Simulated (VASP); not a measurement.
Computed with r2SCAN meta-GGA, VASP's PBE PAW potentials (set 64) (plane waves; VASP).

Gaps are without spin-orbit coupling.

| Property | Value |
|---|---|
| volume per atom | 9.94 Å^3/atom |
| band gap (over mesh and band path) | 1.50 eV |
| smallest direct gap (over mesh and band path) | 1.52 eV |

Which relaxed crystal gives these values?
A. InSe, P6_3/mmc (194)
B. Fe2O3, R-3c (167)
C. MgO, Pm-3n (223)
D. Ca2H3Br, P-3m1 (164)

B, Fe2O3, R-3c (167)
